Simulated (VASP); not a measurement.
# PmTe (Pm-3m) in VASP: a series of runs

One crystal, PmTe, is run at these levels: LDA+U; tasks: single point.

Program: VASP 6.6.1. These are calculated values, not measurements. Logs are shortened: lines on timing, memory, paths and dates and some standing lists are left out, and cuts for length are marked.

**1. The structure**

Symmetry: Pm-3m, No. 221, cubic system. Conventional cell: a = 3.763 Å, b = 3.763 Å, c = 3.763 Å, α = 90.00°, β = 90.00°, γ = 90.00°. Pm (site symmetry m-3m) has 8 Te at 3.26 Å as nearest neighbours. Around Te (site symmetry m-3m) lie 8 Pm at 3.26 Å.

The cell comes from a database or a generator and needn't be the stable form of this composition.

**2. Single point, LDA+U, collinear spin, ferromagnetic start**

Contents of INCAR:

```
SYSTEM = PmTe
ALGO = Normal
EDIFF = 1E-6
ENCUT = 520
GGA = CA
ISIF = 2
ISMEAR = 0
ISPIN = 2
LASPH = .TRUE.
LCHARG = .FALSE.
LDAU = .TRUE.
LDAUJ = 0 0
LDAUL = 3 -1
LDAUPRINT = 1
LDAUTYPE = 2
LDAUU = 3 0
LMAXMIX = 6
LORBIT = 11
LREAL = .FALSE.
LWAVE = .FALSE.
MAGMOM = 4 0
NELM = 100
NUPDOWN = 3
PREC = Accurate
SIGMA = 0.05
```

Contents of KPOINTS:

```
k-points
0
G
  5 5 5
  0 0 0
```

Contents of POSCAR:

```
PmTe
1.0
    3.7629149800      0.0000000000      0.0000000000
    0.0000000000      3.7629149800      0.0000000000
    0.0000000000      0.0000000000      3.7629149800
Pm Te
1 1
Direct
    0.0000000000      0.0000000000      0.0000000000
    0.5000000000      0.5000000000      0.5000000000
```

Potentials or basis: VASP PAW PBE potentials, release 64 (Pm, Te).

The run is started by

```sh
> cat potpaw_PBE.64/Pm/POTCAR potpaw_PBE.64/Te/POTCAR > POTCAR
> mpirun -np 1 vasp_std > vasp.out
```

OUTCAR:

```text
SYSTEM = PmTe
   EDIFF = 1E-6
   ENCUT = 520
   GGA = CA
   ISIF = 2
   ISMEAR = 0
   ISPIN = 2
   LASPH = .TRUE.
   LORBIT = 11
   LREAL = .FALSE.
   NELM = 100
   NUPDOWN = 3
   PREC = Accurate

 ion  position               nearest neighbor table
   1  0.000  0.000  0.000-   2 3.26   2 3.26   2 3.26   2 3.26   2 3.26   2 3.26   2 3.26   2 3.26

   2  0.500  0.500  0.500-   1 3.26   1 3.26   1 3.26   1 3.26   1 3.26   1 3.26   1 3.26   1 3.26

  LATTYP: Found a simple cubic cell.
 ALAT       =     3.7629149800

  Lattice vectors:

 A1 = (   3.7629149800,   0.0000000000,   0.0000000000)
 A2 = (   0.0000000000,   3.7629149800,   0.0000000000)
 A3 = (   0.0000000000,   0.0000000000,   3.7629149800)

Analysis of symmetry for initial positions (statically):
=====================================================================
 Subroutine PRICEL returns:
 Original cell was already a primitive cell.

 Routine SETGRP: Setting up the symmetry group for a
 simple cubic supercell.

 Subroutine GETGRP returns: Found 48 space group operations
 (whereof 48 operations were pure point group operations)
 out of a pool of 48 trial point group operations.

The static configuration has the point symmetry O_h .

Analysis of symmetry for dynamics (positions and initial velocities):
=====================================================================
 Subroutine PRICEL returns:
 Original cell was already a primitive cell.

 Routine SETGRP: Setting up the symmetry group for a
 simple cubic supercell.

 Subroutine GETGRP returns: Found 48 space group operations
 (whereof 48 operations were pure point group operations)
 out of a pool of 48 trial point group operations.

The dynamic configuration has the point symmetry O_h .

Analysis of structural, dynamic, and magnetic symmetry:
=====================================================================
 Subroutine PRICEL returns:
 Original cell was already a primitive cell.

 Routine SETGRP: Setting up the symmetry group for a
 simple cubic supercell.

 Subroutine GETGRP returns: Found 48 space group operations
 (whereof 48 operations were pure point group operations)
 out of a pool of 48 trial point group operations.

The overall configuration has the point symmetry O_h .

 Subroutine INISYM returns: Found 48 space group operations
 (whereof 48 operations are pure point group operations),
 and found     1 'primitive' translations

----------------------------------------------------------------------------------------

                                     Primitive cell

  volume of cell :      53.2811

  direct lattice vectors                    reciprocal lattice vectors
     3.762914980  0.000000000  0.000000000     0.265751420  0.000000000  0.000000000
     0.000000000  3.762914980  0.000000000     0.000000000  0.265751420  0.000000000
     0.000000000  0.000000000  3.762914980     0.000000000  0.000000000  0.265751420

  length of vectors
[... 122 lines left out ...]
  0.0000  0.0000  0.0000 -0.0000 -0.2993 -0.0000  0.7381

spin component  2

  0.0076  0.0000  0.0037  0.0000  0.0000  0.0000 -0.0000
  0.0000  0.0195 -0.0000 -0.0000  0.0000  0.0000 -0.0000
  0.0037 -0.0000  0.0057  0.0000 -0.0000  0.0000 -0.0000
  0.0000 -0.0000  0.0000  0.0104  0.0000  0.0000 -0.0000
  0.0000  0.0000 -0.0000  0.0000  0.0057  0.0000 -0.0037
  0.0000  0.0000  0.0000  0.0000  0.0000  0.0028  0.0000
 -0.0000 -0.0000 -0.0000 -0.0000 -0.0037  0.0000  0.0076

 occupancies and eigenvectors

  o =  0.0028  v =  0.0000  0.0000  0.0000  0.0000  0.0000  0.0000  0.0000 -0.0009  0.0000  0.0011 -0.0000  0.7906 -0.0009  0.6124      0.0000  0.0000  0.0000  0.0000  0.0000  0.0000  0.0000  0.0000  0.0000  0.0000  0.0000  0.0000  0.0000  0.0000
  o =  0.0028  v =  0.0000  0.0000  0.0000  0.0000  0.0000  0.0000  0.0000 -0.6124 -0.0000  0.7906  0.0000 -0.0011  0.0031 -0.0009      0.0000  0.0000  0.0000  0.0000  0.0000  0.0000  0.0000  0.0000  0.0000  0.0000  0.0000  0.0000  0.0000  0.0000
  o =  0.0028  v =  0.0000  0.0000  0.0000  0.0000  0.0000  0.0000  0.0000 -0.0019 -0.0000  0.0024  0.0000 -0.0007 -1.0000 -0.0006      0.0000  0.0000  0.0000  0.0000  0.0000  0.0000  0.0000  0.0000  0.0000  0.0000  0.0000  0.0000  0.0000  0.0000
  o =  0.0104  v =  0.0000  0.0000  0.0000  0.0000  0.0000  0.0000  0.0000  0.0001  0.0000  0.0001 -1.0000  0.0003 -0.0000 -0.0003      0.0000  0.0000  0.0000  0.0000  0.0000  0.0000  0.0000  0.0000  0.0000  0.0000  0.0000  0.0000  0.0000  0.0000
  o =  0.0104  v =  0.0000  0.0000  0.0000  0.0000  0.0000  0.0000  0.0000 -0.0032 -0.0000 -0.0025  0.0004  0.6124 -0.0000 -0.7906      0.0000  0.0000  0.0000  0.0000  0.0000  0.0000  0.0000  0.0000  0.0000  0.0000  0.0000  0.0000  0.0000  0.0000
  o =  0.0104  v =  0.0000  0.0000  0.0000  0.0000  0.0000  0.0000  0.0000  0.7906 -0.0000  0.6124  0.0001  0.0025  0.0000 -0.0032      0.0000  0.0000  0.0000  0.0000  0.0000  0.0000  0.0000  0.0000  0.0000  0.0000  0.0000  0.0000  0.0000  0.0000
  o =  0.0195  v =  0.0000  0.0000  0.0000  0.0000  0.0000  0.0000  0.0000 -0.0000 -1.0000 -0.0000  0.0000  0.0000  0.0000  0.0000      0.0000  0.0000  0.0000  0.0000  0.0000  0.0000  0.0000  0.0000  0.0000  0.0000  0.0000  0.0000  0.0000  0.0000
  o =  0.1386  v =  0.0000 -1.0000 -0.0000 -0.0000 -0.0000  0.0000  0.0000  0.0000  0.0000  0.0000  0.0000  0.0000  0.0000  0.0000      0.0000  0.0000  0.0000  0.0000  0.0000  0.0000  0.0000  0.0000  0.0000  0.0000  0.0000  0.0000  0.0000  0.0000
  o =  0.3518  v =  0.6124  0.0000 -0.7906 -0.0000  0.0015  0.0008  0.0011  0.0000  0.0000  0.0000  0.0000  0.0000  0.0000  0.0000      0.0000  0.0000  0.0000  0.0000  0.0000  0.0000  0.0000  0.0000  0.0000  0.0000  0.0000  0.0000  0.0000  0.0000
  o =  0.3518  v = -0.0011  0.0000  0.0014  0.0000  0.7905 -0.0136  0.6123  0.0000  0.0000  0.0000  0.0000  0.0000  0.0000  0.0000      0.0000  0.0000  0.0000  0.0000  0.0000  0.0000  0.0000  0.0000  0.0000  0.0000  0.0000  0.0000  0.0000  0.0000
  o =  0.3518  v =  0.0005 -0.0000 -0.0006  0.0000 -0.0107 -0.9999 -0.0083  0.0000  0.0000  0.0000  0.0000  0.0000  0.0000  0.0000      0.0000  0.0000  0.0000  0.0000  0.0000  0.0000  0.0000  0.0000  0.0000  0.0000  0.0000  0.0000  0.0000  0.0000
  o =  0.9699  v =  0.7906 -0.0000  0.6124  0.0000 -0.0000 -0.0000  0.0000  0.0000  0.0000  0.0000  0.0000  0.0000  0.0000  0.0000      0.0000  0.0000  0.0000  0.0000  0.0000  0.0000  0.0000  0.0000  0.0000  0.0000  0.0000  0.0000  0.0000  0.0000
  o =  0.9699  v =  0.0000  0.0000 -0.0000  0.3742 -0.5679  0.0000  0.7331  0.0000  0.0000  0.0000  0.0000  0.0000  0.0000  0.0000      0.0000  0.0000  0.0000  0.0000  0.0000  0.0000  0.0000  0.0000  0.0000  0.0000  0.0000  0.0000  0.0000  0.0000
  o =  0.9699  v = -0.0000  0.0000  0.0000 -0.9274 -0.2291 -0.0000  0.2958  0.0000  0.0000  0.0000  0.0000  0.0000  0.0000  0.0000      0.0000  0.0000  0.0000  0.0000  0.0000  0.0000  0.0000  0.0000  0.0000  0.0000  0.0000  0.0000  0.0000  0.0000

 number of electron      21.0000015 magnetization       2.9999929

 Free energy of the ion-electron system (eV)
  ---------------------------------------------------
  ext. energy  EPLUGINS =         0.00000000
  ---------------------------------------------------
  free energy    TOTEN  =       -11.80004441 eV

  energy without entropy =      -11.77068585  energy(sigma->0) =      -11.78536513

 E-fermi :   9.5098     XC(G=0): -10.8934

 val. band max:        9.5042368609   @ k =   0.2000   0.2000   0.2000
 cond. band min:       7.3572916211   @ k =   0.4000   0.2000   0.0000
 fundamental gap:     -2.1469452398
 Fermi energy:         7.3540405529

 spin component 1

 k-point     1 :       0.0000    0.0000    0.0000
  band No.  band energies     occupation
      1     -30.6236      1.00000
      2     -10.8319      1.00000
      3     -10.8319      1.00000
      4     -10.8319      1.00000
      5      -4.0557      1.00000
      6       5.4406      1.00000
[... 166 lines left out ...]
      2     -11.1207      1.00000
      3     -11.1050      1.00000
      4     -11.1050      1.00000
      5      -2.2067      1.00000
      6       3.8153      1.00000
[... 8 lines left out ...]
     15       7.8329      0.00000
     16      10.9621      0.00000
 Fermi energy:         9.5097989751

 spin component 2

 k-point     1 :       0.0000    0.0000    0.0000
  band No.  band energies     occupation
      1     -29.0793      1.00000
      2      -9.7909      1.00000
      3      -9.7909      1.00000
      4      -9.7909      1.00000
      5      -4.2251      1.00000
      6       7.2696      1.00000
[... 167 lines left out ...]
      3     -10.1199      1.00000
      4     -10.1199      1.00000
      5      -2.3624      1.00000
      6       3.6420      1.00000
[... 8 lines left out ...]
     15      10.8908      0.00000
     16      11.5974      0.00000

------------------------ aborting loop because EDIFF is reached ----------------------------------------

  FORCE on cell =-STRESS in cart. coord.  units (eV):
  Direction    XX          YY          ZZ          XY          YZ          ZX
  --------------------------------------------------------------------------------------
  -------------------------------------------------------------------------------------
  Total        0.1343760      0.1343760      0.1343760     -0.0000000      0.0000000      0.0000000
  in kB        4.0407221      4.0407221      4.0407221     -0.0000000      0.0000000      0.0000000
  external PRESSURE =       4.0407221 kB  Pullay stress =       0.0000000 kB

 VOLUME and BASIS-vectors are now :
 -----------------------------------------------------------------------------
  energy-cutoff  :      520.00
  volume of cell :       53.28
      direct lattice vectors                 reciprocal lattice vectors
     3.762914980  0.000000000  0.000000000     0.265751420  0.000000000  0.000000000
     0.000000000  3.762914980  0.000000000     0.000000000  0.265751420  0.000000000
     0.000000000  0.000000000  3.762914980     0.000000000  0.000000000  0.265751420

 POSITION                                       TOTAL-FORCE (eV/Angst)
 -----------------------------------------------------------------------------------
      0.00000      0.00000      0.00000         0.000000      0.000000      0.000000
      1.88146      1.88146      1.88146         0.000000      0.000000      0.000000
 -----------------------------------------------------------------------------------
    total drift:                               -0.000000      0.000000     -0.000000

  FREE ENERGIE OF THE ION-ELECTRON SYSTEM (eV)
  ---------------------------------------------------
  free  energy   TOTEN  =       -11.8000444066 eV

  energy  without entropy=      -11.7706858505  energy(sigma->0) =      -11.78536513

 total charge

# of ion       s       p       d       f       tot
--------------------------------------------------
    1        1.995   5.534   0.629   4.158  12.316
    2        1.358   2.078   0.040   0.000   3.476
--------------------------------------------------
tot          3.353   7.612   0.669   4.158  15.792

 magnetization (x)

# of ion       s       p       d       f       tot
--------------------------------------------------
    1       -0.023  -0.008  -0.295   4.040   3.715
    2       -0.004  -0.111  -0.021   0.000  -0.136
--------------------------------------------------
tot         -0.027  -0.119  -0.316   4.040   3.579
```

Run time: 44 s. Hardware: 1 thread of Intel Xeon Platinum 8375C at 2.90GHz (Ice Lake), shared host; peak memory 0.17 GiB.

What came out:

```
Free energy                                           : -11.8000 eV
Pressure                                              : 0.4 GPa
Net moment                                            : 3.00 μB per cell
Site moments                                          : Pm +3.71; Te -0.14 μB
Valence electrons inside the program's atomic spheres : Pm 12.32; Te 3.48
```

Eigenvalues of the final occupation matrices:
```csv
site,spin,trace,eigenvalues
site 1 f,1,4.10,0.14 0.35 0.35 0.35 0.97 0.97 0.97
site 1 f,2,0.06,0.00 0.00 0.00 0.01 0.01 0.01 0.02
```

Caveat: the magnetic or orbital state may not be the lowest; the PAW data sets were made with another functional, which shifts forces and pressure a little; spin-orbit coupling is left out, which moves the levels of the heavy elements; the total moment is fixed, so each spin has its own Fermi level; the U is typed as a test and isn't derived for this compound. The state reached can hang on the start; a lower one may exist.

(Continued in part 2 of 2.)
